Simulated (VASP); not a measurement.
An input for Ansatz (written as the equivalent of a VASP run, and not itself run):

Ansatz 0.2 input:
```yaml
crystal:
  lattice:
    - [-1.8018500, 1.8018500, 1.8018500]
    - [1.8018500, -1.8018500, 1.8018500]
    - [1.8018500, 1.8018500, -1.8018500]
  atoms:
    - { symbol: Hg, position: [0.0000000, 0.0000000, 0.0000000] }
kpoints:
  mp_grid: { grid: [13, 13, 13] }
hamiltonian:
  xc: r2scan
  pseudopotentials: { kind: paw }
scf:
  occupations: { method: methfessel_paxton, width: 0.1 }
  max_iter: 100
relax:
  max_steps: 60
  f_tol: 0.01
  cell: {}
output: { forces: true, stress: true, eigenvalues: true }
```

### Question
Write the VASP files for the same calculation (r2SCAN).

### Answer
Several could match; the one computed here: 
INCAR:
```
# general
SYSTEM  = Hg
PREC    = Accurate
ENCUT   = 400
LREAL   = F
LASPH   = T

# electronic loop
EDIFF   = 1E-6
NELM    = 100
ALGO    = Normal
LMAXMIX = 6
LMIXTAU = T

# smearing
ISMEAR  = 1
SIGMA   = 0.1

# functional
METAGGA = R2SCAN

# ions
IBRION  = 2
NSW     = 60
ISIF    = 3
EDIFFG  = -0.01

# output
LWAVE   = F
LCHARG  = F
```

KPOINTS:
```
Automatic
0
gamma
  13 13 13
```

File POSCAR:
```
Hg
1.0
 -1.8018500000   1.8018500000   1.8018500000
  1.8018500000  -1.8018500000   1.8018500000
  1.8018500000   1.8018500000  -1.8018500000
Hg
1
Cart
  0.0000000000   0.0000000000   0.0000000000
```

POTCAR, in this order: Hg (PBE.64 set). Program: vasp_std.

Limits of the translation: each code has its own PAW files, so the cut-off isn't converted (ENCUT is set for VASP's; basis.ecutwfc is left out, and Ansatz then takes the one that its files recommend); Ansatz stops its SCF on the density residual and VASP on the energy change (EDIFF).

The structure was generated: Hg was put into the bcc type (Im-3m), which need not be its known phase. This run relaxes it. Symmetry was kept, so distortions that lower it aren't found.
